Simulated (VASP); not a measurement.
```yaml
crystal:
  lattice:
    - [3.97536, 0.00045, -0.00062]
    - [1.98646, 3.44404, -0.00113]
    - [0.01491, 0.02599, 9.85154]
  atoms:
    - { symbol: In, position: [0.33319, 0.33433, 0.81028] }
    - { symbol: In, position: [0.66681, 0.66567, 0.18972] }
    - { symbol: Se, position: [0.00000, 0.00000, 0.00000] }
    - { symbol: Se, position: [0.33346, 0.33128, 0.32401] }
    - { symbol: Se, position: [0.66654, 0.66872, 0.67599] }
```

Calculation: r2SCAN meta-GGA, VASP's PBE PAW potentials (set 64) (plane waves; VASP). Settings: 400 eV cut-off, 7×7×3 Γ-centred mesh, tetrahedra with Blöchl corrections, potentials In_d Se.

Unless said otherwise, spin-orbit coupling is left out, though it shifts the bands of the heavy elements here.

Task: Give the energies of bands 14 to 25 at the high-symmetry points, in eV from the valence-band maximum.

Result: 
```csv
band,Γ,X,Z,T,V
14,-5.12,-5.82,-5.82,-5.88,-5.87
15,-3.39,-5.01,-5.01,-4.90,-4.90
16,-0.58,-4.19,-4.19,-4.07,-4.07
17,-0.58,-2.17,-2.17,-2.24,-2.24
18,-0.34,-2.02,-2.02,-2.12,-2.12
19,-0.33,-1.64,-1.64,-2.07,-2.08
20,-0.16,-1.29,-1.28,-1.42,-1.42
21,-0.16,-0.64,-0.63,-0.28,-0.29
22,-0.15,-0.40,-0.39,-0.17,-0.16
23,1.46,0.48,0.48,0.87,0.87
24,3.44,3.32,3.32,2.90,2.90
25,3.79,4.55,4.55,4.18,4.18
```

The gap is indirect, 0.48 eV, from the valence maximum at (0.29, 0.14, 0.00) to the conduction minimum at Z.

The structure comes from a computed database's In2Se3 entry; how it stands against other phases isn't given here. It was relaxed first.
